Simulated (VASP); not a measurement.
A convergence study with VASP on La (space group no. 194 when undisturbed): one setting is varied, all else stays as given below, so the limit is that of these other settings. One atom is moved off its site, so that forces are finite.

```
La
1.0
    1.87557    -3.24859     0.00000
    1.87557     3.24859     0.00000
    0.00000     0.00000    12.09920
La
4
Direct
  0.00000   0.00000   0.50413
  0.00000   0.00000   0.00000
  0.33333   0.66667   0.25000
  0.66667   0.33333   0.75000
```

Computed with PBEsol GGA, VASP's PBE PAW potentials (set 64) (plane waves; VASP 6.6.1). The tightest run used: 300 eV cut-off, 22×22×6 Γ-centred mesh, Fermi-Dirac smearing of 0.10 eV, potentials La.

```json
[
 {"setting": "2×2×1 mesh", "E (eV/atom)": "-6.3036", "pressure (GPa)": "-8.46", "largest force (eV/Å)": "0.200", "irreducible k-points": "2"},
 {"setting": "3×3×1 mesh", "E (eV/atom)": "-5.4428", "pressure (GPa)": "-4.50", "largest force (eV/Å)": "0.174", "irreducible k-points": "3"},
 {"setting": "4×4×1 mesh", "E (eV/atom)": "-5.2272", "pressure (GPa)": "-1.34", "largest force (eV/Å)": "0.095", "irreducible k-points": "4"},
 {"setting": "4×4×2 mesh", "E (eV/atom)": "-5.2672", "pressure (GPa)": "-1.61", "largest force (eV/Å)": "0.095", "irreducible k-points": "8"},
 {"setting": "5×5×2 mesh", "E (eV/atom)": "-5.2994", "pressure (GPa)": "-1.67", "largest force (eV/Å)": "0.055", "irreducible k-points": "10"},
 {"setting": "6×6×2 mesh", "E (eV/atom)": "-5.3358", "pressure (GPa)": "-1.84", "largest force (eV/Å)": "0.072", "irreducible k-points": "14"},
 {"setting": "7×7×2 mesh", "E (eV/atom)": "-5.3396", "pressure (GPa)": "-2.05", "largest force (eV/Å)": "0.096", "irreducible k-points": "16"}
]
```

Task: These are the cheaper rows. Estimate the results at 22×22×6 mesh, and how far the last row shown lies from them.

Result: 
| quantity | tightest run | last row shown is off by |
|---|---|---|
| E (eV/atom) | -5.3289 | -0.0107 |
| pressure (GPa) | -1.93 | -0.12 |
| largest force (eV/Å) | 0.089 | 0.007 |

VASP warned of too few bands at 6×6×2 mesh; 11×11×3 mesh; 12×12×4 mesh; 13×13×4 mesh; 16×16×5 mesh; 18×18×5 mesh; 20×20×6 mesh; 22×22×6 mesh.

Left out are rungs that failed or repeat a setting and relaxations that didn't move; long series are thinned to 24 rows.

The structure is a typed La crystal (space group no. 194). The cell was not relaxed at this level, it is distorted from the ideal structure.
